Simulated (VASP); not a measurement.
OSZICAR of a VASP run on In4AsSb3 (ordered alloy cell):

File OSZICAR:
```
       N       E                     dE             d eps       ncg     rms          rms(c)
DAV:   1     0.602153954678E+03    0.60215E+03   -0.26728E+04   860   0.142E+03
DAV:   2     0.389155111190E+02   -0.56324E+03   -0.55423E+03   923   0.389E+02
DAV:   3    -0.255995763576E+02   -0.64515E+02   -0.62786E+02   998   0.160E+02
DAV:   4    -0.288502228460E+02   -0.32506E+01   -0.32378E+01  1040   0.385E+01
DAV:   5    -0.289984300815E+02   -0.14821E+00   -0.14815E+00  1316   0.741E+00    0.778E+00
DAV:   6    -0.284850666819E+02    0.51336E+00   -0.11698E+00  1158   0.983E+00    0.452E+00
DAV:   7    -0.284531230906E+02    0.31944E-01   -0.56843E-01  1247   0.361E+00    0.123E+00
DAV:   8    -0.284522198433E+02    0.90325E-03   -0.63080E-02  1116   0.209E+00    0.519E-01
DAV:   9    -0.284545512596E+02   -0.23314E-02   -0.97130E-03  1020   0.680E-01    0.258E-01
DAV:  10    -0.284556177504E+02   -0.10665E-02   -0.18837E-03  1032   0.170E-01    0.114E-01
DAV:  11    -0.284558464384E+02   -0.22869E-03   -0.37794E-04   962   0.113E-01    0.282E-02
DAV:  12    -0.284558689690E+02   -0.22531E-04   -0.93385E-05  1191   0.476E-02    0.236E-02
DAV:  13    -0.284558806927E+02   -0.11724E-04   -0.30420E-05   739   0.223E-02    0.947E-03
DAV:  14    -0.284558829468E+02   -0.22541E-05   -0.11896E-06   671   0.625E-03    0.508E-03
DAV:  15    -0.284558833094E+02   -0.36266E-06   -0.17562E-06   648   0.613E-03
   1 F= -.28455883E+02 E0= -.28456003E+02  d E =-.284559E+02
```

Which electronic solver shows in the log?

It is blocked Davidson (ALGO = Normal, or the opening steps of other solvers). The INCAR had ALGO = Normal.

Can the final energy be trusted as converged?

The calculation finished and met its thresholds. It stopped with EDIFF = 1E-6, NELM = 100, NSW = 60 and EDIFFG = -0.02 after 1 ionic step (PBE GGA, plane waves, VASP's PBE PAW potentials (set 64)).

The structure was generated: In4AsSb3 was put into an ordered model structure (P-43m), which need not be its known phase. It was relaxed first, which changed the volume by +7 %. The start is the result of an earlier pass.
